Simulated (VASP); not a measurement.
Energy against volume of Eu (bcc). These are rev-vdW-DF2, VASP's PBE PAW potentials (set 64) (plane waves; VASP) values and carry that method's errors. Settings: 520 eV cut-off, 12×12×12 Γ-centred mesh, first-order Methfessel-Paxton smearing of 0.10 eV, potentials Eu_2.

The 4f electrons are frozen in the core of the lanthanide potential, so 4f levels, which can set the real gap, and their magnetism are missing.

```csv
V (Å³/atom),E (eV/atom)
38.027,0.33344
39.240,0.32677
40.454,0.32390
41.668,0.32460
```

Question: Fit these four points and predict the energy of the run at 42.881 Å³/atom.

Answer: A cubic in V^(−2/3), the third-order Birch-Murnaghan form, passes through the four points with V0 = 40.81 Å³/atom and B0 = 16 GPa, and gives 0.3286 eV/atom there. The run gave 0.3284 eV/atom, -0.2 meV/atom from the fit; all five points give B0 = 15 GPa.

The compound is Eu in the bcc structure. It was relaxed first, which changed the volume by -15 %.
